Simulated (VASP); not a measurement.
Method: PBE GGA, VASP's PBE PAW potentials (set 64) (plane waves; VASP).

VASP ran on this input.

### KPOINTS
```
Automatic
0
Gamma
11 11 11
```

**POSCAR**
```
CoGe
2.8699690
  1.0000000000   0.0000000000   0.0000000000
  0.0000000000   1.0000000000   0.0000000000
  0.0000000000   0.0000000000   1.0000000000
Co Ge
1 1
Cartesian
  0.0000000000   0.0000000000   0.0000000000
  0.5000000000   0.5000000000   0.5000000000
```

### INCAR
```
# general
SYSTEM  = CoGe
PREC    = Accurate
ENCUT   = 400   # plane-wave cut-off (eV)
LREAL   = .FALSE.   # projection in real space or not
LASPH   = .TRUE.

# electronic loop
EDIFF   = 1E-6
NELM    = 100
ALGO    = Normal   # blocked Davidson
LMAXMIX = 4   # l cut-off of mixed one-centre charges

# smearing
ISMEAR  = 1
SIGMA   = 0.1   # width (eV)

# functional
GGA     = PE

# spin
ISPIN   = 2
MAGMOM  = 3.0 0.0

# ions
ISIF    = 2

# output
LWAVE   = .FALSE.
LCHARG  = .FALSE.
LORBIT  = 10
```

POTCAR, in this order: Co Ge_d (PBE.64 set). Program: vasp_std.

Output

**OSZICAR**
```
       N       E                     dE             d eps       ncg     rms          rms(c)
DAV:   1     0.104921534188E+03    0.10492E+03   -0.95442E+03  4138   0.301E+03
DAV:   2    -0.293829358865E+01   -0.10786E+03   -0.10492E+03  3830   0.382E+02
DAV:   3    -0.119812064480E+02   -0.90429E+01   -0.89532E+01  4141   0.974E+01
DAV:   4    -0.121544771620E+02   -0.17327E+00   -0.17314E+00  4398   0.140E+01
DAV:   5    -0.121600686678E+02   -0.55915E-02   -0.55913E-02  4812   0.228E+00    0.135E+01
DAV:   6    -0.148650816796E+02   -0.27050E+01   -0.36721E+01  4199   0.686E+01    0.162E+01
DAV:   7    -0.115675658131E+02    0.32975E+01   -0.13040E+01  3948   0.504E+01    0.203E+00
DAV:   8    -0.115789317866E+02   -0.11366E-01   -0.33754E-01  4332   0.506E+00    0.146E+00
DAV:   9    -0.115643152131E+02    0.14617E-01   -0.58619E-02  4755   0.271E+00    0.642E-01
DAV:  10    -0.115632145127E+02    0.11007E-02   -0.13771E-03  4468   0.403E-01    0.155E-01
DAV:  11    -0.115629476856E+02    0.26683E-03   -0.10307E-03  5166   0.382E-01    0.689E-02
DAV:  12    -0.115629263939E+02    0.21292E-04   -0.74027E-05  5443   0.148E-01    0.354E-02
DAV:  13    -0.115629307944E+02   -0.44005E-05   -0.90407E-06  5236   0.389E-02    0.142E-02
DAV:  14    -0.115629282131E+02    0.25813E-05   -0.77081E-07  2221   0.174E-02    0.750E-03
DAV:  15    -0.115629271996E+02    0.10135E-05   -0.87802E-07  1990   0.177E-02    0.177E-03
DAV:  16    -0.115629270692E+02    0.13040E-06   -0.17564E-07  1951   0.357E-03
   1 F= -.11562927E+02 E0= -.11562599E+02  d E =-.983865E-03  mag=     0.7251
```

OUTCAR:
```
------------------------ aborting loop because EDIFF is reached ----------------------------------------
  FORCE on cell =-STRESS in cart. coord.  units (eV):
  Direction    XX          YY          ZZ          XY          YZ          ZX
  --------------------------------------------------------------------------------------
  Total        1.5144882      1.5144882      1.5144882      0.0000000     -0.0000000      0.0000000
  in kB      102.6466668    102.6466668    102.6466668      0.0000000     -0.0000000      0.0000000
  external PRESSURE =     102.6466668 kB  Pullay stress =       0.0000000 kB
  volume of cell :       23.64
      direct lattice vectors                 reciprocal lattice vectors
     2.869969000  0.000000000  0.000000000     0.348435819  0.000000000  0.000000000
     0.000000000  2.869969000  0.000000000     0.000000000  0.348435819  0.000000000
     0.000000000  0.000000000  2.869969000     0.000000000  0.000000000  0.348435819
 POSITION                                       TOTAL-FORCE (eV/Angst)
 -----------------------------------------------------------------------------------
      0.00000      0.00000      0.00000         0.000000      0.000000      0.000000
      1.43498      1.43498      1.43498         0.000000      0.000000      0.000000
 -----------------------------------------------------------------------------------
    total drift:                               -0.000000      0.000000      0.000000
  FREE ENERGIE OF THE ION-ELECTRON SYSTEM (eV)
  ---------------------------------------------------
  free  energy   TOTEN  =       -11.5629270692 eV

  energy  without entropy=      -11.5619432046  energy(sigma->0) =      -11.56259911

 total charge

# of ion       s       p       d       tot
------------------------------------------
    1        0.398   0.489   7.535   8.422
    2        1.119   1.227  10.140  12.486
--------------------------------------------------
tot          1.517   1.716  17.675  20.908

 magnetization (x)

# of ion       s       p       d       tot
------------------------------------------
    1        0.010   0.000   0.723   0.733
    2        0.004   0.010  -0.010   0.004
--------------------------------------------------
tot          0.014   0.010   0.714   0.737
```
(Selected blocks of OUTCAR.)

The structure was generated: CoGe was put into the CsCl type (Pm-3m), which need not be its known phase. The cell was not relaxed at this level.
